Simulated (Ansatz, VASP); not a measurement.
# Cross-check of Cs12K9Na10Cl31 between VASP and Ansatz, part 2 of 2

Aim: how closely do two programs agree when they are given the same cell, functional and k mesh? The structure shown is frame 39 of Ansatz's trajectory.

VASP 6.6.1 and Ansatz 0.2.0.

So far: Starting point; Ansatz: dynamics, RPBE.

## (3) VASP: single point, RPBE

Level of this step: RPBE; plane waves and PAW (Cs_sv, Na_pv, K_sv, Cl) (VASP).

The same cell, functional and mesh now go to VASP, with its own data sets.

Lines of VASP's logs that name or quote its potential files are left out, and so is its time.

File INCAR:

```
SYSTEM = Cs12K9Na10Cl31
PREC = Accurate
ENCUT = 400
EDIFF = 1E-06
NELM = 120
ISMEAR = 0
SIGMA = 0.01
LREAL = Auto
ALGO = Normal
GGA = RP
NBANDS = 288
LORBIT = 11
LWAVE = .FALSE.
LCHARG = .FALSE.
ISIF = 2
LASPH = .TRUE.
GGA_COMPAT = .FALSE.
EFERMI = MIDGAP
NCORE = 2
```

File POSCAR:

```
Cs12K9Na10Cl31
1.0
   13.6986000000      0.0000000000      0.0000000000
    0.0000000000     13.6986000000      0.0000000000
    0.0000000000      0.0000000000     13.6986000000
Cs Na K Cl
12 10 9 31
Direct
    0.8109222840      0.5035989079      0.7275123005
    0.3378301432      0.7005387412      0.8401880484
    0.9302629466      0.2326077117      0.4714058371
    0.8795570350      0.8264275181      0.8500795702
    0.4912326807      0.6394303067      0.4844582658
    0.1173185581      0.5004891011      0.2868395310
    0.5312513688      0.1164352562      0.0602105325
    0.9917801819      0.8895142569      0.2364621202
    0.2285197027      0.9019242842      0.5775188705
    0.7057801527      0.2673046881      0.8561750836
    0.5191041420      0.0908413999      0.7569094652
    0.5800592761      0.7985560568      0.0823587812
    0.2399588279      0.2490035478      0.1208444659
    0.8738411225      0.0545895201      0.0492897084
    0.5189946418      0.3886966551      0.2325566116
    0.5561517235      0.9572511060      0.4822317609
    0.8848641467      0.6718058780      0.4446001781
    0.7474851445      0.4538711985      0.2452367395
    0.6082081381      0.2122625670      0.5129940286
    0.8345816361      0.6726380798      0.1241659732
    0.3288219234      0.6906764195      0.1976041347
    0.0619844364      0.2287241032      0.8604017929
    0.1107047436      0.5961631116      0.6648489627
    0.3568247850      0.3349393369      0.4843852656
    0.9405340692      0.2762034076      0.1629144584
    0.6534098375      0.8167038967      0.7558436629
    0.2581504679      0.0714233571      0.3304133269
    0.9246419342      0.0522681150      0.6672652680
    0.1040398289      0.5557867227      0.0148993328
    0.4656461244      0.4360737594      0.8642854014
    0.1797409954      0.9396142672      0.9528564963
    0.3497583695      0.5465376024      0.0255135561
    0.3853897479      0.8993181785      0.9830201626
    0.4483012863      0.8101265823      0.2936212460
    0.8205875053      0.1127414480      0.2659249850
    0.3983399763      0.2297242054      0.2394113267
    0.7422802330      0.6450513191      0.3240915130
    0.3449330589      0.5064897143      0.6635933599
    0.1461025214      0.2632020790      0.3399617479
    0.4766472486      0.8532112771      0.6301081862
    0.9946636883      0.4996276992      0.5100083220
    0.9992261983      0.0546698203      0.8835574438
    0.1363058999      0.7967383528      0.7557195626
    0.1490225278      0.7374403224      0.1044924299
    0.3517585739      0.5124319274      0.3077613771
    0.0785700729      0.3339538347      0.0186004409
    0.9331683530      0.2706845955      0.7370826216
    0.0959149110      0.7647350824      0.4122465069
    0.8203904049      0.7589826698      0.5917612019
    0.4394463668      0.1215598674      0.5088403194
    0.6802008964      0.3387353452      0.1169535573
    0.0843224855      0.0979735155      0.1302395865
    0.7128976684      0.0083001183      0.8837180442
    0.9129181084      0.5017374038      0.1527820361
    0.6995459390      0.0525236156      0.5873373921
    0.5719197582      0.3439256566      0.6638999606
    0.0982582162      0.1143109515      0.5469975034
    0.9850276671      0.6072445359      0.8410421503
    0.3591826902      0.2354182179      0.9360591593
    0.8116303856      0.8681179099      0.0755186661
    0.6079161374      0.4126626079      0.3986173770
    0.6760544873      0.6450659191      0.9159622151
```

File KPOINTS:

```
Automatic mesh
0
Gamma
1 1 1
0 0 0
```

PAW data sets: Cs_sv, Na_pv, K_sv and Cl (PBE family, release 64).

Launch:

```console
$ mpirun -np 8 vasp_gam
```

Numbers of over 12 decimals in the logs are rounded to 6 here.

Log:

```text
[banner, memory and clock lines left out]
running    8 mpi-ranks, on    1 nodes
[...]
|                                                                             |
|               ----> ADVICE to this user running VASP <----                  |
|                                                                             |
|     You enforced a specific xc type in the INCAR file but a different       |
|     [... a line on the potential file left out ...]
|     I HOPE YOU KNOW WHAT YOU ARE DOING!                                     |
|                                                                             |

 LDA part: xc-table for (Slater+PW92), standard interpolation
 POSCAR, INCAR and KPOINTS ok, starting setup
[...]
entering main loop
       N       E                     dE             d eps       ncg     rms          rms(c)
DAV:   1     0.500484774168E+04    0.50048E+04   -0.20023E+05   616   0.125E+03
DAV:   2     0.474933583368E+03   -0.45299E+04   -0.43971E+04   752   0.335E+02
DAV:   3    -0.172843216835E+03   -0.64778E+03   -0.64447E+03   712   0.137E+02
DAV:   4    -0.202685912728E+03   -0.29843E+02   -0.29770E+02   720   0.379E+01
[...]
DAV:  20    -0.187625395158E+03    0.12077E-05   -0.29229E-06   560   0.315E-03    0.718E-03
DAV:  21    -0.187625393935E+03    0.12232E-05   -0.10555E-06   400   0.248E-03    0.353E-03
DAV:  22    -0.187625393786E+03    0.14887E-06   -0.90201E-07   376   0.227E-03
   1 F= -.18762539E+03 E0= -.18762539E+03  d E =0.000000E+00
```

From OUTCAR (step 3):

```text
  Total       11.0436494     12.8912970      9.2276173     -0.2622635     -5.5583814      3.0596606
  in kB        6.8832674      8.0348661      5.7513739     -0.1634632     -3.4644187      1.9070202
  external PRESSURE =       6.8898358 kB  Pullay stress =       0.0000000 kB

 POSITION                                       TOTAL-FORCE (eV/Angst)
 -----------------------------------------------------------------------------------
     11.10850      6.89860      9.96590        -0.007410      0.123516     -0.425842
      4.62780      9.59640     11.50940         0.168800     -0.011968     -0.053717
     12.74330      3.18640      6.45760        -0.343710      0.668125     -0.383188
     12.04870     11.32090     11.64490         0.721497     -0.295448     -0.171448
      6.72920      8.75930      6.63640         0.101917     -0.250271     -0.197922
      1.60710      6.85600      3.92930        -0.003559      0.183922      0.425090
      7.27740      1.59500      0.82480        -0.105400     -0.064895      0.457750
     13.58600     12.18510      3.23920         0.110314      0.180387      0.348033
      3.13040     12.35510      7.91120         0.055059      0.194214     -0.436865
      9.66820      3.66170     11.72840         0.536142      0.032882      0.128868
      7.11100      1.24440     10.36860        -0.713466     -0.107368     -0.305528
      7.94600     10.93910      1.12820        -0.107449     -0.148588      0.272821
      3.28710      3.41100      1.65540        -0.194865      0.084545     -0.145055
     11.97040      0.74780      0.67520         0.124874     -0.126818      0.123284
[...]
-----------------------------------------------------------------------------------
    total drift:                               -0.012505      0.000926      0.008473

  FREE ENERGIE OF THE ION-ELECTRON SYSTEM (eV)
  ---------------------------------------------------
  free  energy   TOTEN  =      -187.6253937860 eV

  energy  without entropy=     -187.6253937860  energy(sigma->0) =     -187.62539379

[... 3 further parts left out ...]
[key lines of the parts left out:]
E-fermi :   0.3618
```

The run ends at a pressure of 0.69 GPa, with forces up to 1.1 eV/Å.

## (4) Side by side

Known differences besides the potentials themselves: fixed occupations in Ansatz, narrow Gaussian smearing in VASP; the data sets hold 496 valence electrons in Ansatz (on its default PAW (the set named soft_2) files) and 476 in VASP; the cutoff is 420 eV in Ansatz and 400 eV in VASP (PREC = Accurate, projectors in real space); Ansatz makes its cores anew for this functional, VASP keeps those of its PBE data sets. Total energies have different zeros and are not compared.

Forces on 8 of the 62 atoms, those with the largest forces and the largest differences (eV/Å; atoms numbered as in POSCAR):

| atom | Ansatz x, y, z | VASP x, y, z |
| --- | --- | --- |
| Cs3 | -0.324, 0.654, -0.377 | -0.344, 0.668, -0.383 |
| Cs4 | 0.717, -0.295, -0.166 | 0.721, -0.295, -0.171 |
| Cs11 | -0.703, -0.108, -0.306 | -0.713, -0.107, -0.306 |
| Na18 | -0.011, 0.442, 0.642 | -0.009, 0.449, 0.650 |
| Cl43 | -0.056, 0.350, 0.379 | -0.067, 0.351, 0.389 |
| Cl47 | -0.690, 0.287, -0.278 | -0.694, 0.292, -0.285 |
| Cl49 | -0.416, 0.277, 0.838 | -0.420, 0.282, 0.845 |
| Cl57 | 0.595, -0.767, 0.363 | 0.615, -0.775, 0.367 |

The forces differ by 4.9 meV/Å r.m.s., which is 1.7 % of the r.m.s. force of 0.284 eV/Å (both taken over all components).

## (5) Summary of results

| Item | Value |
| --- | --- |
| r.m.s. force difference (single point, RPBE) | 1.7 % of the r.m.s. force |

In words: The r.m.s. force difference is 1.7 % of the r.m.s. force (single point, RPBE), within the 3 % picked in this series as the mark of a large difference. The data sets hold unlike numbers of valence electrons (496 in Ansatz and 476 in VASP), so part of the differences comes from the potentials. 2 further runs of this series are not shown here. Such differences can come from data sets, numerical settings and the points named under the comparisons, not from the functional's error against experiment.

[Lines on the potential files, build, host, timing and source positions are cut from VASP's logs without a mark.]

[Logs are printed without paths, hosts, clocks, repeated set-up lines and the standing remarks that a program may print on its own settings, such as how far it seeks lower states.]

[Hosts, paths, dates, database ids (printed as entryN), source tags and the programs' standing remarks are cut or masked in the printed files.]
